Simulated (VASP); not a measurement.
Elastic constants (GPa) of a crystal from PBE GGA, VASP's PBE PAW potentials (set 64) (VASP):

|  | xx | yy | zz | yz | xz | xy |
|---|---|---|---|---|---|---|
| xx | 117.2 | 12.5 | 12.5 | 0.0 | 0.0 | 0.0 |
| yy | 12.5 | 117.2 | 12.5 | 0.0 | 0.0 | 0.0 |
| zz | 12.5 | 12.5 | 117.2 | 0.0 | 0.0 | 0.0 |
| yz | 0.0 | 0.0 | 0.0 | 17.3 | 0.0 | 0.0 |
| xz | 0.0 | 0.0 | 0.0 | 0.0 | 17.3 | 0.0 |
| xy | 0.0 | 0.0 | 0.0 | 0.0 | 0.0 | 17.3 |

### Question
Work out the Voigt, Reuss and Hill moduli, Young's modulus and Poisson's ratio.

### Answer
All eigenvalues are positive (smallest 17.3 GPa), so the crystal is stable. K_V = (C11+C22+C33+2(C12+C13+C23))/9 = (351.6 + 2×37.5)/9 = 47.4 GPa; G_V = (351.6 − 37.5 + 3×51.9)/15 = 31.3 GPa. From the compliances, K_R = 47.4 GPa and G_R = 23.6 GPa. Hill: K = 47.4 GPa, G = 27.5 GPa, E = 9KG/(3K+G) = 69.1 GPa, ν = (3K−2G)/(2(3K+G)) = 0.257. K/G = 1.73, below Pugh's 1.75; universal anisotropy A^U = 1.63.

### Question
With a density of 7.93 g/cm³, what are the mean sound speeds?

### Answer
v_l = √((K+4G/3)/ρ) = 3.26 km/s and v_t = √(G/ρ) = 1.86 km/s. The crystal is PbSe (rock salt), cubic.

The compound is PbSe in the rock salt structure. It was relaxed first.
